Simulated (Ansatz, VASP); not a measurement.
**Al38P12O87 (glassy 76Al2O3-24P2O5 (mol %)): VASP beside Ansatz**

One calculation is typed for both programs; each brings its own data sets. How far apart do they land? Of the first pair: The structure shown is the start of the Ansatz relaxation below; VASP solves that cell, so the two are compared at the walk's first step.

Method: plane waves, with VASP 6.6.1 beside it; PBE, in Ansatz 0.2.0.

### Step 1. The starting structure

The cell holds 137 atoms: 38 Al, 12 P and 87 O. Its edges and angles: a = 11.710 Å, b = 11.496 Å, c = 11.664 Å, α = 89.3°, β = 92.1°, γ = 87.8°. As first built, before any earlier steps moved the atoms or strained the cell (in the runner's words): 137 atoms (38 Al, 12 P, 87 O) placed at random at 2.77 g/cm^3, melted at 4000 K for 10 ps at fixed volume with the Morse and Coulomb pair potential with partial charges (Pedone, Malavasi, Menziani, Cormack and Segre, J. Phys. Chem. B 110, 11780 (2006)). Quenched from 4000 K to 300 K at 50 K/ps and fixed volume, held 10 ps at zero pressure.

### Step 2. Ansatz: relaxation, PBE

Ansatz runs on its default PAW (the set named soft_2) files.

The two programs are compared at the cell with which this relaxation starts, whose forces are those of its first step.

The input, input.yaml:

```yaml
crystal:
  lattice:
    - [11.70564, 0.22556, -0.21286]
    - [0.22556, 11.49316, 0.07753]
    - [-0.21286, 0.07753, 11.66184]
  atoms:
    - { symbol: Al, position: [0.72626, 0.14841, 0.40137] }
    - { symbol: Al, position: [0.88019, 0.00864, 0.57258] }
    - { symbol: Al, position: [0.09634, 0.40576, 0.3327] }
    - { symbol: Al, position: [0.61396, 0.32782, 0.55598] }
    - { symbol: Al, position: [0.82433, 0.48694, 0.57993] }
    - { symbol: Al, position: [0.11443, 0.06057, 0.1558] }
    - { symbol: Al, position: [0.09727, 0.04919, 0.71199] }
    - { symbol: Al, position: [0.12981, 0.21858, 0.52571] }
    - { symbol: Al, position: [0.90745, 0.44227, 0.01808] }
    - { symbol: Al, position: [0.55118, 0.98639, 0.92373] }
    - { symbol: Al, position: [0.27833, 0.86097, 0.26396] }
    - { symbol: Al, position: [0.50644, 0.21811, 0.32533] }
    - { symbol: Al, position: [0.87721, 0.69654, 0.1521] }
    - { symbol: Al, position: [0.01288, 0.85898, 0.022] }
    - { symbol: Al, position: [0.32588, 0.07883, 0.60221] }
    - { symbol: Al, position: [0.50538, 0.4316, 0.78185] }
    - { symbol: Al, position: [0.30981, 0.11628, 0.33261] }
    - { symbol: Al, position: [0.70602, 0.87541, 0.42997] }
    - { symbol: Al, position: [0.36716, 0.2144, 0.94302] }
    - { symbol: Al, position: [0.13428, 0.27042, 0.86088] }
    - { symbol: Al, position: [0.34461, 0.73095, 0.61972] }
    - { symbol: Al, position: [0.88686, 0.66357, 0.88022] }
    - { symbol: Al, position: [0.19524, 0.0119, 0.9264] }
    - { symbol: Al, position: [0.14592, 0.31945, 0.09437] }
    - { symbol: Al, position: [0.4922, 0.18907, 0.75138] }
    - { symbol: Al, position: [0.73538, 0.86808, 0.73818] }
    - { symbol: Al, position: [0.80807, 0.01864, 0.95784] }
    - { symbol: Al, position: [0.99301, 0.86308, 0.79437] }
    - { symbol: Al, position: [0.8839, 0.26184, 0.61538] }
    - { symbol: Al, position: [0.08899, 0.58638, 0.96579] }
[... 101 atom lines left out ...]
    - { symbol: O, position: [0.69432, 0.96368, 0.86623] }
    - { symbol: O, position: [0.50041, 0.12688, 0.88607] }
    - { symbol: O, position: [0.93607, 0.82788, 0.13631] }
    - { symbol: O, position: [0.09564, 0.57189, 0.62257] }
    - { symbol: O, position: [0.20297, 0.58205, 0.87261] }
    - { symbol: O, position: [0.82778, 0.37931, 0.90647] }
kpoints:
  mp_grid: { grid: [1, 1, 1] }
hamiltonian:
  xc: pbe
scf:
  occupations: { method: fixed }
output:
  forces: true
  eigenvalues: true
  stress: true
relax:
  f_tol: 0.05
  max_steps: 70
```

Started as:

```console
$ ansatz run input.yaml --threads 4 --pin off --max-ram 8192MiB --backend cpu --events-out ev --progress --plain --runs-dir out
```

Numbers of over 12 decimals in the logs are rounded to 6 here.

The program printed:

```text
Warning: output.stress: scf.convergence.dr2_threshold = 1e-7 eV (the SCF's general default) is looser than the 1.08e-8 eV advised for a printed stress (1e-10 eV for each atom of the cell: 137, of which 108 are counted). What an SCF threshold leaves in a stress goes as its square root, and in the free energy as the threshold itself, and one threshold admits the most on a small cell: [figures from the program's tests c [...]
Engine: ansatz 0.2.0, x86_64-unknown-linux-gnu
Pseudopotentials: kind: paw
Pseudopotential: Al, paw, valence charge 3, recommended cutoff 420 eV (normal), Al.paw.azcp
Pseudopotential: P, paw, valence charge 5, recommended cutoff 420 eV (normal), P.paw.azcp
Pseudopotential: O, paw, valence charge 6, recommended cutoff 420 eV (normal), O.paw.azcp
Functional definition: PBE
  parameter kappa = 0.804
  parameter beta = 0.066725
  exchange = pbe_x(kappa = kappa, mu = beta*pi^2/3)
  correlation = pbe_c(beta = beta)
Crystal: 137 atoms, lattice volume = 1567.731 Å³
Basis set: ecut = 420 eV, 30657 PW (Γ), exchange–correlation on 160×160×160 points (8 copies of the dense FFT grid, shifted against one another)
Bands: 485, of which v1, the nominal top of the filled ones, is band 348 counted from 1 (347 counted from 0)
Symmetry: 1 space group operations
Space group: P1 (ITA 1), of the structure as read, at distance tolerance 1.2e-4 Å
k-points: 1
Non-local potential: Al, projectors of the file, l = 0: 2, l = 1: 2, l = 2: 1
Non-local potential: P, projectors of the file, l = 0: 2, l = 1: 2, l = 2: 2
Non-local potential: O, projectors of the file, l = 0: 2, l = 1: 2, l = 2: 1
PAW form: soft (Blöchl's): semilocal exchange-correlation on the pseudo side does not see the compensation charge
PAW one-centre angular grid: Al, 110 points (default); XC on 64 Gauss nodes
PAW one-centre angular grid: P, 110 points (default); XC on 64 Gauss nodes
PAW one-centre angular grid: O, 110 points (default); XC on 64 Gauss nodes
Initial density: superposition of atomic densities (neutral atoms: chi_scale 0, normalization atom), corrected by the library's trained network
Initial wavefunctions: pseudopotential atomic-orbital guess
Functional: x = pbe(κ = 0.804, μ = 0.219515), c = pbe(β = 0.066725)
SCF iter   1: F=—  HF=-79005.855962 eV  |F-HF|=—  |Δ(HF+E_count)|=         —  Δρ=2.42e-3  dr2=1.50e-1  ethr=1.77e-3  ⟨swp⟩=5.0  Hψ=1929  notcnv=0  defer=133
preconditioner: auto → Resta (q_TF=auto, 2.383 Å⁻¹)  ε∞=3.2  [insulator: Δε(μ)=4.260 eV  Ē_g=16.625 eV  n_scr=362 (ndim 8)  ℏωp=24.7 eV  f_vac=0.089  ε∞_Penn≈3.2]
SCF iter   2: F=—  HF=-79005.851123 eV  |F-HF|=—  |Δ(HF+E_count)|=   4.84e-3  Δρ=1.27e-3  dr2=3.79e-2  ethr=2.15e-5  ⟨swp⟩=3.0  Hψ=823  notcnv=0  defer=135
SCF iter   3: F=—  HF=-79005.852823 eV  |F-HF|=—  |Δ(HF+E_count)|=   1.70e-3  Δρ=5.58e-4  dr2=8.61e-3  ethr=5.44e-6  ⟨swp⟩=3.0  Hψ=616  notcnv=0  defer=135
SCF iter   4: F=—  HF=-79005.851619 eV  |F-HF|=—  |Δ(HF+E_count)|=   1.20e-3  Δρ=1.90e-4  dr2=6.63e-4  ethr=1.24e-6  ⟨swp⟩=3.0  Hψ=621  notcnv=0  defer=135
SCF iter   5: F=—  HF=-79005.851678 eV  |F-HF|=—  |Δ(HF+E_count)|=   5.93e-5  Δρ=1.30e-4  dr2=2.09e-4  ethr=9.53e-8  ⟨swp⟩=2.0  Hψ=696  notcnv=0  defer=135
SCF iter   6: F=-79005.851647 eV  HF=-79005.851645 eV  |F-HF|=1.31e-6  |Δ(HF+E_count)|=   3.27e-5  Δρ=2.99e-5  dr2=1.34e-5  ethr=8.98e-9  ⟨swp⟩=22.0  Hψ=4043  notcnv=0
SCF 1 converged in 6 iterations: F = -79005.851647 eV  dr2 = 1.34e-5
  greatest PAW one-centre occupation: 0.871 electrons in one spin orbital (limit 2), on the O atom at site 87 (counted from 0), in its partial waves of l = 0
relax step   1: F+E_penalty+E_count = -79005.85164652 eV  Δ(F+E_penalty+E_count) = +0.000e0 eV  max|allowed force component| = 1.252e0 eV/Å  Δτ_max = 0.0000 Å  (6 SCF iters, dr2 threshold 6.25e-5 eV, accepted)
Initial density: handed on by an earlier stage of this run
Initial wavefunctions: those handed on with the density
iter 1 solved again at ethr=5.35e-5 eV; its pass at ethr=3.10e-3 eV (dr2=3.72e-1 eV) is discarded
[...]
- { symbol: Al, position: [0.863680, -0.038266, 0.227137] }
    - { symbol: Al, position: [0.284845, 0.340954, 0.676948] }
    - { symbol: Al, position: [0.045483, 0.478803, 0.724128] }
    - { symbol: Al, position: [0.402473, 0.025915, 0.123198] }
    - { symbol: Al, position: [0.614292, 0.458333, 0.238367] }
    - { symbol: Al, position: [0.348510, 0.395702, 0.292104] }
    - { symbol: Al, position: [0.651158, 0.106424, 0.131285] }
    - { symbol: Al, position: [0.425818, 0.789419, 0.032925] }
    - { symbol: P, position: [0.208738, 0.604387, 0.212685] }
    - { symbol: P, position: [0.092080, 0.698892, 0.585357] }
    - { symbol: P, position: [0.902690, 0.665468, 0.415958] }
    - { symbol: P, position: [0.668148, 0.628197, 0.743112] }
    - { symbol: P, position: [0.621319, 0.717833, 0.219949] }
    - { symbol: P, position: [0.080832, 0.993033, 0.389149] }
    - { symbol: P, position: [0.572284, 0.345459, 0.022114] }
    - { symbol: P, position: [0.857754, 0.258915, 0.864536] }
    - { symbol: P, position: [0.853645, 0.334415, 0.260287] }
    - { symbol: P, position: [0.442839, 0.919903, 0.463760] }
    - { symbol: P, position: [0.421829, 0.509181, 0.516542] }
    - { symbol: P, position: [0.319489, 0.617897, 0.866211] }
    - { symbol: O, position: [0.618807, 0.601384, 0.287478] }
    - { symbol: O, position: [0.629903, 0.816691, 0.305339] }
    - { symbol: O, position: [0.379348, 0.290725, 0.795223] }
    - { symbol: O, position: [0.807371, 0.751932, 0.442488] }
    - { symbol: O, position: [0.057799, 0.438524, 0.032052] }
    - { symbol: O, position: [0.849943, 0.788586, 0.793667] }
    - { symbol: O, position: [0.548837, 0.012667, 0.073476] }
    - { symbol: O, position: [0.00912349, 0.017033, 0.265760] }
    - { symbol: O, position: [0.726011, 0.722406, 0.142484] }
    - { symbol: O, position: [0.819268, 0.163739, 0.944705] }
    - { symbol: O, position: [0.339227, 0.681680, 0.979025] }
    - { symbol: O, position: [0.993675, 0.965953, 0.476004] }
    - { symbol: O, position: [0.196069, 0.00743976, 0.615180] }
    - { symbol: O, position: [0.132450, 0.918861, 0.828399] }
    - { symbol: O, position: [0.427689, 0.119747, 0.238285] }
    - { symbol: O, position: [0.242586, 0.033829, 0.233398] }
    - { symbol: O, position: [0.431756, 0.638853, 0.540403] }
    - { symbol: O, position: [0.744857, 0.400556, 0.299646] }
    - { symbol: O, position: [0.961497, 0.385023, 0.312999] }
    - { symbol: O, position: [0.373637, 0.452285, 0.630133] }
    - { symbol: O, position: [0.157714, 0.371879, 0.749572] }
    - { symbol: O, position: [0.979181, 0.547579, 0.841610] }
    - { symbol: O, position: [0.033560, 0.769019, 0.675322] }
    - { symbol: O, position: [0.858406, 0.349033, 0.129790] }
[...]
- { symbol: O, position: [0.586903, 0.367288, 0.894249] }
    - { symbol: O, position: [0.569999, 0.547307, 0.728023] }
    - { symbol: O, position: [0.688738, 0.963864, 0.858035] }
    - { symbol: O, position: [0.503832, 0.136222, 0.891216] }
    - { symbol: O, position: [0.929335, 0.835527, 0.151402] }
    - { symbol: O, position: [0.097306, 0.569176, 0.616689] }
    - { symbol: O, position: [0.194222, 0.579302, 0.866121] }
    - { symbol: O, position: [0.821996, 0.380845, 0.906642] }
```

### Step 3. VASP: single point, PBE, start cell, pair 1

The same cell, functional and mesh now go to VASP, with its own data sets.

Lines of VASP's logs that name or quote its potential files are left out, and so is its time.

The input, INCAR:

```
SYSTEM = Al38P12O87
PREC = Accurate
ENCUT = 520
EDIFF = 1E-06
NELM = 120
ISMEAR = 0
SIGMA = 0.01
LREAL = Auto
ALGO = Normal
GGA = PE
NBANDS = 443
LORBIT = 11
LWAVE = .FALSE.
LCHARG = .FALSE.
ISIF = 2
LASPH = .TRUE.
GGA_COMPAT = .FALSE.
EFERMI = MIDGAP
```

The input, POSCAR:

```
Al38P12O87
1.0
   11.7056400000      0.2255600000     -0.2128600000
    0.2255600000     11.4931600000      0.0775300000
   -0.2128600000      0.0775300000     11.6618400000
Al P O
38 12 87
Direct
    0.7262619072      0.1484070808      0.4013677180
    0.8801936705      0.0086374598      0.5725758853
    0.0963376819      0.4057610048      0.3326960229
    0.6139606881      0.3278219178      0.5559818724
    0.8243298608      0.4869420096      0.5799268589
    0.1144322657      0.0605672563      0.1558040817
    0.0972657830      0.0491910232      0.7119880066
    0.1298092796      0.2185788473      0.5257133338
    0.9074505856      0.4422729294      0.0180820961
    0.5511816411      0.9863918157      0.9237264074
    0.2783262564      0.8609691053      0.2639629417
    0.5064442668      0.2181074042      0.3253338975
    0.8772065093      0.6965399677      0.1520960186
    0.0128768001      0.8589795980      0.0219986098
    0.3258775361      0.0788300057      0.6022081080
    0.5053779305      0.4316036759      0.7818502495
    0.3098139773      0.1162805696      0.3326088997
    0.7060242496      0.8754088326      0.4299676445
    0.3671623368      0.2144032307      0.9430185539
    0.1342814860      0.2704188946      0.8608776643
    0.3446065894      0.7309498519      0.6197205944
    0.8868621992      0.6635699494      0.8802239535
    0.1952400798      0.0118973201      0.9264006713
    0.1459238672      0.3194481873      0.0943671442
    0.4921979948      0.1890711590      0.7513831932
    0.7353826441      0.8680811921      0.7381794995
    0.8080703268      0.0186433001      0.9578385945
    0.9930096763      0.8630810809      0.7943735606
    0.8839010862      0.2618441726      0.6153785686
    0.0889925066      0.5863791334      0.9657893583
[... 101 atom lines left out ...]
    0.6943164819      0.9636802133      0.8662336372
    0.5004074728      0.1268781833      0.8860677105
    0.9360682874      0.8278830239      0.1363134570
    0.0956397225      0.5718931611      0.6225706230
    0.2029669327      0.5820475017      0.8726133611
    0.8277798601      0.3793132137      0.9064687106
```

The input, KPOINTS:

```
Automatic mesh
0
Gamma
1 1 1
0 0 0
```

Potentials, in the order of the species: Al, P and O (PBE family, release 64).

Started as:

```console
$ export OMP_NUM_THREADS=3
$ mpirun -np 1 vasp_gam
```

The program printed:

```text
[banner, memory and clock lines left out]
running    1 mpi-ranks, on    1 nodes
[...]
Offloading initialized ...    1 GPUs detected
[...]
LDA part: xc-table for (Slater+PW92), standard interpolation
 POSCAR, INCAR and KPOINTS ok, starting setup
[...]
entering main loop
       N       E                     dE             d eps       ncg     rms          rms(c)
DAV:   1     0.635230500791E+04    0.63523E+04   -0.41805E+05   894   0.156E+03
DAV:   2    -0.611543209822E+03   -0.69638E+04   -0.67446E+04  1089   0.381E+02
DAV:   3    -0.114285274370E+04   -0.53131E+03   -0.52777E+03  1044   0.112E+02
DAV:   4    -0.115308619175E+04   -0.10233E+02   -0.10193E+02  1044   0.168E+01
[...]
DAV:  17    -0.100269331259E+04    0.22539E-04   -0.26223E-04  1044   0.416E-02    0.289E-02
DAV:  18    -0.100269330579E+04    0.68067E-05   -0.70615E-05  1028   0.191E-02    0.127E-02
DAV:  19    -0.100269330617E+04   -0.38344E-06   -0.88345E-06  1060   0.554E-03
   1 F= -.10026933E+04 E0= -.10026933E+04  d E =0.000000E+00
```

Parts of OUTCAR (step 3):

```text
  Total      113.8255535    114.9170159    111.7854090      4.2771419      0.5647678      1.1526108
  in kB      116.3265124    117.4419563    114.2415422      4.3711186      0.5771768      1.1779358
  external PRESSURE =     116.0033370 kB  Pullay stress =       0.0000000 kB

 POSITION                                       TOTAL-FORCE (eV/Angst)
[...]
0.44320      8.92960      7.91910        -0.554452      0.636268      0.791301
     10.08540      4.21110      1.27940        -0.056865     -0.098322     -0.949501
      7.04780      5.24720      0.95690         0.269349      1.095368      0.061666
      3.93480      5.54870      4.95120        -0.938996     -0.086418     -0.668352
      8.87820      7.08060      7.47500         0.459982      0.193021     -0.559537
      1.31980      4.09210      5.42760         0.013634      0.515830      0.527405
      6.96980      2.66050      5.23130        -0.353045     -0.288472      0.194280
     11.48060      3.25030      9.92750         0.556293     -0.084392      0.056357
     10.91450      4.94800      7.40320         0.215515     -0.294370      0.119907
      4.83630     10.00000      6.69490        -0.111857     -0.081680      0.943984
      9.57540      1.92150      5.95600        -0.051644      0.223581     -0.060582
      2.55770      3.47300     11.34260         0.420480      0.237934      0.204805
      9.23910     11.66730      4.16220         0.037881     -0.265152      0.112552
      7.48950      8.88850      8.38640        -0.786744      0.779237     -0.211817
[...]
-----------------------------------------------------------------------------------
    total drift:                               -0.053002     -0.026867      0.017162

  FREE ENERGIE OF THE ION-ELECTRON SYSTEM (eV)
  ---------------------------------------------------
  free  energy   TOTEN  =     -1002.6933061696 eV

  energy  without entropy=    -1002.6933061696  energy(sigma->0) =    -1002.69330617

[... 3 further parts left out ...]
[key lines of the parts left out:]
E-fermi :   5.1087
```

The run ends at a pressure of 11.60 GPa, with forces up to 1.4 eV/Å.

### Step 4. Side by side

Known differences besides the potentials themselves: fixed occupations in Ansatz, narrow Gaussian smearing in VASP; the cutoff is 420 eV in Ansatz and 520 eV in VASP (PREC = Accurate, projectors in real space). Total energies have different zeros and are not compared.

Forces on 10 of the 137 atoms, those with the largest forces and the largest differences (eV/Å; atoms numbered as in POSCAR):

```tsv
atom	Ansatz x, y, z	VASP x, y, z
O60	-0.410, -0.474, 0.805	-0.346, -0.355, 0.686
O62	-0.891, -0.339, 0.847	-0.784, -0.284, 0.742
O73	-0.634, 0.729, 0.896	-0.554, 0.636, 0.791
O75	0.297, 1.214, 0.121	0.269, 1.095, 0.062
O76	-1.050, -0.102, -0.767	-0.939, -0.086, -0.668
O88	0.823, -1.252, -0.037	0.767, -1.137, -0.052
O95	1.099, -0.456, -0.442	1.011, -0.419, -0.424
O108	0.217, 0.691, 0.496	0.172, 0.536, 0.413
O115	-0.089, -1.086, 0.071	-0.052, -0.918, 0.032
O137	-0.706, 1.072, 0.011	-0.658, 0.960, -0.024
```

The forces differ by 51 meV/Å r.m.s., which is 13.8 % of the r.m.s. force of 0.370 eV/Å (both taken over all components).

### Step 5. Ansatz: relaxation, PBE

This run makes the geometry at which the two programs are then compared.

The structure compared here is the end of the Ansatz relaxation.

This is the run of step 2 again, met here at its other cell.

(Part 1 of 2 ends here.)

[Lines on the potential files, build, host, timing and source positions are cut from VASP's logs without a mark.]

[Logs are printed without paths, hosts, clocks, repeated set-up lines and the standing remarks that a program may print on its own settings, such as how far it seeks lower states.]

[Hosts, paths, dates, database ids (printed as entryN), source tags and the programs' standing remarks are cut or masked in the printed files.]
